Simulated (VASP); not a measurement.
Energy against volume of GaP (zinc blende). These are PBEsol GGA, VASP's PBE PAW potentials (set 64) (plane waves; VASP 6.6.1) values and carry that method's errors.

```csv
V (Å³/atom),E (eV/atom)
18.887,-4.93899
19.490,-4.95543
20.092,-4.96055
20.695,-4.95608
21.298,-4.94348
```

Fit a third-order Birch-Murnaghan equation of state.

```yaml
volume_per_atom: 20.10 Å³/atom
bulk_modulus: 84.7 GPa
pressure_derivative_of_the_bulk_modulus: 4.50
lattice_constant_a: 0.5438 nm
```

Measured: bulk modulus 89.6 GPa at 0 K (computed value off by -5.5 %), as given by Daniel Mejia-Rodriguez et al., Physical Review B (2018), arXiv:1807.09216 [0 K value with the zero-point phonon effect removed]; a 5.439 Å at 0 K (computed value off by -0.0 %), as given by Daniel Mejia-Rodriguez et al., Physical Review B (2018), arXiv:1807.09216 [static lattice: zero-point anharmonic expansion removed].

The compound is GaP in the zinc blende structure. It was relaxed first.
